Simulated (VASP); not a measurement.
# Driving VASP from ASE on HfO2, part 3 of 3

Do ASE scripts that read HfO2 from different structure formats give one answer, and do several routes find one equilibrium volume? All runs use PBE. Left out of this account: at least 1 further run (fields: a reference on another mesh). The start is a computed cell from the Materials Project.

VASP 6.6.1; PBE; plane waves and PAW (Hf_pv, O).

So far. Step 4 (Full relaxation (PBE, through ASE)): It ends with a largest force of 0.003 eV/Å and a pressure of -0.13 GPa. Step 5 (Energy against volume, from ASE (PBE)): The fit over cells of fixed shape and fractional positions puts the volume -0.24 % from the relaxed one.

## (6) BFGS in ASE (PBE)

Here ASE drives the relaxation and calls VASP for forces and stress at each step.

Contents of run.py:

```python
import numpy as np
from ase.calculators.vasp import Vasp
from ase import Atoms
from ase.optimize import BFGS
from ase.filters import FrechetCellFilter

atoms = Atoms(['Hf', 'Hf', 'O', 'O', 'O', 'O'],
              cell=[[3.55801933, 0.0, 0.0], [0.0, 3.55801933, 0.0], [0.0, 0.0, 5.17186121]],
              scaled_positions=[[0.5, 0.5, 0.5], [0.0, 0.0, 0.0], [0.0, 0.5, 0.69720788], [0.5, 0.0, 0.80279212], [0.5, 0.0, 0.30279212], [0.0, 0.5, 0.19720788]],
              pbc=True)

calc = Vasp(
    xc='pbe',
    pp='PBE',
    prec='Accurate',
    encut=520,
    ediff=1e-06,
    nelm=100,
    ismear=-1,
    sigma=0.05,
    lreal=False,
    algo='Normal',
    nbands=28,
    lasph=True,
    lorbit=11,
    lwave=False,
    lcharg=False,
    kpar=4,
    isif=2,
    pp_version='64',
    setups={'Hf': '_pv', 'O': ''},
    kpts=(7, 7, 5),
    gamma=True,
    txt='vasp.out',
)
atoms.calc = calc

BFGS(FrechetCellFilter(atoms)).run(fmax=0.02, steps=30)
print("cell (A, degrees):", np.round(atoms.cell.cellpar(), 4))
print("volume (A^3):", round(atoms.get_volume(), 4))
print("energy (eV):", round(atoms.get_potential_energy(), 6))
print("Fermi level (eV):", round(calc.get_fermi_level(), 4))
print("forces (eV/A):")
print(np.round(atoms.get_forces(), 4))
print("stress (GPa, Voigt, tension positive):", np.round(atoms.get_stress() * 160.21766, 3))
```

The projector-augmented-wave data sets are Hf_pv and O (PBE family, release 64).

On the command line:

```bash
$ export ASE_VASP_COMMAND="mpirun -np 4 vasp_std"
$ python run.py
```

The log of the run:

```text
Step     Time          Energy          fmax
BFGS:    0 --:--:--      -60.665523        0.462717
BFGS:    1 --:--:--      -60.674209        0.397862
BFGS:    2 --:--:--      -60.698835        0.064575
BFGS:    3 --:--:--      -60.699249        0.065976
BFGS:    4 --:--:--      -60.700929        0.054305
BFGS:    5 --:--:--      -60.701869        0.048207
BFGS:    6 --:--:--      -60.702219        0.035302
BFGS:    7 --:--:--      -60.702265        0.044991
BFGS:    8 --:--:--      -60.702309        0.048161
BFGS:    9 --:--:--      -60.702399        0.042920
BFGS:   10 --:--:--      -60.702578        0.024973
BFGS:   11 --:--:--      -60.702720        0.008535
cell (A, degrees): [ 3.5882  3.5882  5.2281 90.     90.     90.    ]
volume (A^3): 67.3135
energy (eV): -60.70272
Fermi level (eV): 4.3939
forces (eV/A):
[[ 0.     -0.      0.    ]
 [-0.     -0.      0.    ]
 [-0.     -0.      0.0022]
 [ 0.     -0.     -0.0022]
 [ 0.     -0.     -0.0022]
 [-0.      0.      0.0022]]
stress (GPa, Voigt, tension positive): [-0.122 -0.122 -0.093 -0.     0.    -0.   ]
```

Elapsed: 2.5 min, on 4 MPI ranks of Intel Xeon Platinum 8488C (Sapphire Rapids), shared host; peak memory 0.79 GiB; 9.1 min of CPU time.

ASE turned this into the INCAR:

```
ENCUT = 520.000000
SIGMA = 0.050000
EDIFF = 1.00e-06
ALGO = Normal
GGA = PE
PREC = Accurate
ISIF = 2
ISMEAR = -1
KPAR = 4
LORBIT = 11
NBANDS = 28
NELM = 100
LASPH = .TRUE.
LCHARG = .FALSE.
LWAVE = .FALSE.
LREAL = .FALSE.
```

The KPOINTS that ASE wrote:

```
KPOINTS created by Atomic Simulation Environment
0
Gamma
7 7 5
0 0 0
```

VASP's own log, vasp.out (the last of its runs):

```text
[... set-up lines as in an earlier step ...]
 entering main loop
       N       E                     dE             d eps       ncg     rms          rms(c)
DAV:   1     0.257655083059E+03    0.25766E+03   -0.25272E+04  1680   0.156E+03
DAV:   2    -0.579692060059E+02   -0.31562E+03   -0.30561E+03  2124   0.382E+02
DAV:   3    -0.717161353210E+02   -0.13747E+02   -0.13705E+02  2028   0.746E+01
DAV:   4    -0.718493695794E+02   -0.13323E+00   -0.13313E+00  2232   0.817E+00
DAV:   5    -0.718504999530E+02   -0.11304E-02   -0.11303E-02  2120   0.692E-01    0.712E+01
DAV:   6    -0.608897136994E+02    0.10961E+02   -0.59765E+01  1900   0.421E+01    0.602E+01
DAV:   7    -0.607364615310E+02    0.15325E+00   -0.24849E+00  2028   0.107E+01    0.366E+01
DAV:   8    -0.607224613832E+02    0.14000E-01   -0.28923E-01  2064   0.431E+00    0.734E+00
DAV:   9    -0.607031662417E+02    0.19295E-01   -0.82873E-02  1868   0.193E+00    0.258E+00
DAV:  10    -0.607026118435E+02    0.55440E-03   -0.73866E-03  2132   0.570E-01    0.556E-02
DAV:  11    -0.607026860422E+02   -0.74199E-04   -0.46400E-04  2052   0.143E-01    0.149E-01
DAV:  12    -0.607027174374E+02   -0.31395E-04   -0.53662E-05  2132   0.442E-02    0.120E-01
DAV:  13    -0.607027197872E+02   -0.23498E-05   -0.29696E-06  1912   0.118E-02    0.242E-03
DAV:  14    -0.607027202610E+02   -0.47376E-06   -0.32900E-07  1180   0.376E-03
   1 F= -.60702720E+02 E0= -.60702720E+02  d E =-.539679E-10
```

Parts of OUTCAR (step 6):

```text
   ENCUT  =  520.0 eV  38.22 Ry    6.18 a.u.   6.67  6.67  9.72*2*pi/ulx,y,z

   NELECT =      44.0000    total number of electrons

 E-fermi :   4.3939

 k-point     1 :       0.0000    0.0000    0.0000
  band No.  band energies     occupation
    ...
     18       1.9768      2.00000
     19       2.5458      2.00000
     20       3.1582      2.00000
     21       3.2207      2.00000
     22       3.2207      2.00000
     23       7.9792      0.00000
     24       7.9848      0.00000
     25       9.1952      0.00000
     26       9.3557      0.00000
     27       9.6887      0.00000
    ...

  Total        0.0512124      0.0512124      0.0389304      0.0000000     -0.0000000     -0.0000000
  in kB        1.2189439      1.2189439      0.9266107      0.0000000     -0.0000000     -0.0000000
  external PRESSURE =       1.1214995 kB  Pullay stress =       0.0000000 kB

 POSITION                                       TOTAL-FORCE (eV/Angst)
 -----------------------------------------------------------------------------------
      1.79411      1.79411      2.61404         0.000000     -0.000000      0.000000
      0.00000      0.00000      0.00000        -0.000000     -0.000000      0.000000
      0.00000      1.79411      3.63277        -0.000000     -0.000000      0.002203
      1.79411      0.00000      4.20936         0.000000     -0.000000     -0.002203
      1.79411      0.00000      1.59532         0.000000     -0.000000     -0.002203
      0.00000      1.79411      1.01873        -0.000000      0.000000      0.002203
 -----------------------------------------------------------------------------------
    total drift:                                0.000000      0.000000      0.000000

  FREE ENERGIE OF THE ION-ELECTRON SYSTEM (eV)
  ---------------------------------------------------
  free  energy   TOTEN  =       -60.7027202610 eV

  energy  without entropy=      -60.7027202609  energy(sigma->0) =      -60.70272026

[... 5 parts as in an earlier step ...]

[... 11 further parts left out ...]
```

Numbers from this step:

```yaml
optimizer_steps: 11
volume_after_bfgs: 11.22 Å³/atom
```

## (7) The runs together

```
                                                run  atoms   mesh  energy (eV/atom)  pressure (GPa)
               ASE, structure typed into the script      6  7×7×5         -10.11092           6.528
ASE, structure read from a CIF with its space group      6  6×6×5         -10.11091           6.528
```

## (8) Self-consistent run (PBE, through ASE) with a changed input

This run is made with a changed input; what comes of it follows.

run.py: that of step 6 with these lines changed.

```diff
@@ -3,4 +3,3 @@
 from ase import Atoms
-from ase.optimize import BFGS
-from ase.filters import FrechetCellFilter
+from ase.dft.bandgap import bandgap
 
@@ -17,3 +16,3 @@
     ediff=1e-06,
-    nelm=100,
+    nelm=53,
     ismear=-1,
@@ -31,3 +30,3 @@
     setups={'Hf': '_pv', 'O': ''},
-    kpts=(7, 7, 5),
+    kpts=(1, 1, 1),
     gamma=True,
@@ -37,5 +36,2 @@
 
-BFGS(FrechetCellFilter(atoms)).run(fmax=0.02, steps=30)
-print("cell (A, degrees):", np.round(atoms.cell.cellpar(), 4))
-print("volume (A^3):", round(atoms.get_volume(), 4))
 print("energy (eV):", round(atoms.get_potential_energy(), 6))
@@ -45 +41,3 @@
 print("stress (GPa, Voigt, tension positive):", np.round(atoms.get_stress() * 160.21766, 3))
+gap, p1, p2 = bandgap(calc, direct=False)
+print("gap on the mesh (eV):", round(gap, 4))
```

The log of the run:

```text
energy (eV): -59.805224
Fermi level (eV): 5.0914
forces (eV/A):
[[-0.     -0.      0.    ]
 [-0.      0.      0.    ]
 [-0.     -0.     -1.1875]
 [ 0.      0.      1.1875]
 [-0.     -0.      1.1875]
 [-0.     -0.     -1.1875]]
stress (GPa, Voigt, tension positive): [  7.81    7.81  -11.092  -0.     -0.     -0.   ]
gap on the mesh (eV): 4.5242
```

It took 5.2 s on 4 MPI ranks; peak memory 0.64 GiB; 15 s of CPU time.

The INCAR that ASE wrote:

```
ENCUT = 520.000000
SIGMA = 0.050000
EDIFF = 1.00e-06
ALGO = Normal
GGA = PE
PREC = Accurate
ISIF = 2
ISMEAR = -1
KPAR = 4
LORBIT = 11
NBANDS = 28
NELM = 53
LASPH = .TRUE.
LCHARG = .FALSE.
LWAVE = .FALSE.
LREAL = .FALSE.
```

The KPOINTS that ASE wrote:

```
KPOINTS created by Atomic Simulation Environment
0
Gamma
1 1 1
0 0 0
```

vasp.out:

```text
[... set-up lines as in an earlier step ...]
 entering main loop
       N       E                     dE             d eps       ncg     rms          rms(c)
DAV:   1     0.275197951982E+03    0.27520E+03   -0.25933E+04    56   0.156E+03
DAV:   2    -0.571542568472E+02   -0.33235E+03   -0.32229E+03    76   0.384E+02
DAV:   3    -0.715964476168E+02   -0.14442E+02   -0.14373E+02    64   0.756E+01
DAV:   4    -0.717505860465E+02   -0.15414E+00   -0.15395E+00    72   0.844E+00
DAV:   5    -0.717516693506E+02   -0.10833E-02   -0.10833E-02    60   0.714E-01    0.696E+01
DAV:   6    -0.598233232271E+02    0.11928E+02   -0.62350E+01    56   0.414E+01    0.584E+01
DAV:   7    -0.597781683456E+02    0.45155E-01   -0.15561E+00    56   0.908E+00    0.330E+01
DAV:   8    -0.598074137806E+02   -0.29245E-01   -0.20024E-01    68   0.364E+00    0.196E+00
DAV:   9    -0.598038997767E+02    0.35140E-02   -0.16099E-02    64   0.858E-01    0.114E+00
DAV:  10    -0.598050968362E+02   -0.11971E-02   -0.33561E-03    56   0.382E-01    0.293E-01
DAV:  11    -0.598051213697E+02   -0.24533E-04   -0.18530E-04    72   0.945E-02    0.725E-02
DAV:  12    -0.598052218740E+02   -0.10050E-03   -0.84715E-05    56   0.556E-02    0.513E-02
DAV:  13    -0.598052231711E+02   -0.12971E-05   -0.15459E-06    64   0.833E-03    0.593E-03
DAV:  14    -0.598052236445E+02   -0.47337E-06   -0.24345E-07    40   0.312E-03
   1 F= -.59805224E+02 E0= -.59805224E+02  d E =-.504104E-10
```

From OUTCAR (step 8):

```text
   k-points           NKPTS =      1   k-points in BZ     NKDIM =      1   number of bands    NBANDS=     28

   NELECT =      44.0000    total number of electrons

 E-fermi :   5.0914

 k-point     1 :       0.0000    0.0000    0.0000
  band No.  band energies     occupation
    ...
     18       2.4926      2.00000
     19       3.0261      2.00000
     20       3.6243      2.00000
     21       3.8222      2.00000
     22       3.8222      2.00000
     23       8.3464      0.00000
     24       8.5743      0.00000
     25       9.7834      0.00000
     26       9.8187      0.00000
     27      10.2725      0.00000
    ...

  Total       -3.1914143     -3.1914143      4.5326624     -0.0000000      0.0000000      0.0000000
  in kB      -78.0962709    -78.0962709    110.9176064     -0.0000000      0.0000000      0.0000000
  external PRESSURE =     -15.0916451 kB  Pullay stress =       0.0000000 kB

 POSITION                                       TOTAL-FORCE (eV/Angst)
 -----------------------------------------------------------------------------------
      1.77901      1.77901      2.58593        -0.000000     -0.000000      0.000000
      0.00000      0.00000      0.00000        -0.000000      0.000000      0.000000
      0.00000      1.77901      3.60586        -0.000000     -0.000000     -1.187487
      1.77901      0.00000      4.15193         0.000000      0.000000      1.187487
      1.77901      0.00000      1.56600        -0.000000     -0.000000      1.187487
      0.00000      1.77901      1.01993        -0.000000     -0.000000     -1.187487
 -----------------------------------------------------------------------------------
    total drift:                                0.000000      0.000000      0.000000

  FREE ENERGIE OF THE ION-ELECTRON SYSTEM (eV)
  ---------------------------------------------------
  free  energy   TOTEN  =       -59.8052236445 eV

  energy  without entropy=      -59.8052236444  energy(sigma->0) =      -59.80522364

[... 7 parts as in an earlier step ...]

[... 4 further parts left out ...]
```

The run converged, but on settings that are not sound, so its numbers are not to be trusted.

Against the sound run on this cell (total energy, forces and stress (PBE, through ASE)) the energy at zero smearing moves by +143.4 meV an atom and the pressure by -8.04 GPa.

The fault in the input: one k point for a small cell (k-mesh = [1, 1, 1]). A small cell needs a mesh; Γ alone serves large cells only.

## (9) Results

| Quantity | Value |
| --- | --- |
| energy, ASE, structure typed into the script | -10.11092 eV/atom |
| energy, ASE, structure read from a CIF with its space group | -10.11091 eV/atom |
| volume from VASP's own relaxation | 11.23 Å³/atom |
| volume from the fit of the ASE volume loop | 11.20 Å³/atom |
| volume from BFGS in ASE | 11.22 Å³/atom |

What this shows: With the structure read from a CIF with its space group, ASE's run reproduces the energy of the first script. The routes to the equilibrium volume agree within 0.24 %. A relaxation follows the stress, which carries a basis-set error, while a volume loop fits energies; every loop stops at a tolerance; VASP's relaxation keeps the plane waves of its start, while ASE starts VASP afresh at each cell, and a loop at fixed shape can't relax anything but the volume.

[Lines on the potential files, build, host, timing and source positions are cut from VASP's logs without a mark.]

[Logs are printed without paths, hosts, clocks, repeated set-up lines and the standing remarks that a program may print on its own settings, such as how far it seeks lower states.]

[Hosts, paths, dates, database ids (printed as entryN), source tags and the programs' standing remarks are cut or masked in the printed files.]

[A measured line is paired with the nearest computed mode of its activity, which favours agreement.]

[In band tables of VASP the shares of atoms and orbitals are scaled to a sum of 1 inside the atoms' spheres.]
